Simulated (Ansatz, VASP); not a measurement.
# One calculation of Zr2BiN2, two programs

```xyz
5
Lattice="4.5121 0.0000 0.0000 -2.2561 3.9076 0.0000 0.0000 0.0000 5.8743" Properties=species:S:1:pos:R:3 pbc="T T T"
Zr    2.2561    1.3025    0.0000
Zr    0.0000    0.0000    0.0000
Bi    0.0000    0.0000    2.9372
N     0.0000    2.6051    0.6515
N     0.0000    2.6051    5.2228
```

Change from the starting cell: species swapped into the La2Cu2I type (P-6m2, No. 187).

Alike in both runs: functional PBE; k mesh 6 × 6 × 2; occupations gaussian, width 0.1 eV; no spin polarisation.

Ansatz relaxed the structure, and its values are those at the end. VASP's run is a single point on that final structure, the one shown.

|  | VASP | Ansatz |
| --- | --- | --- |
| version | VASP 6.6.1 | Ansatz 0.2.0 |
| potentials or method | VASP PAW PBE potentials, release 64 (Zr_sv, Bi_d, N) | scalar-relativistic, plane waves, PAW |
| plane-wave cutoff (eV) | 520 | 420 |
| valence electrons in the cell | 49 | 49 |

```csv
,VASP,Ansatz,Ansatz less VASP
gap on the k mesh at the Fermi level (eV),none,none,-
pressure (GPa),0.3,0.1,-0.15
rms of the force components (eV/Å),0.065,0.007,-0.0584
```

A gap of «none» marks a metal or a gap that the smearing closes.

Caveats: the k mesh is coarse (spacing up to 0.53 Å⁻¹), so the values aren't converged; spin-orbit coupling is left out, which moves the levels of the heavy elements.
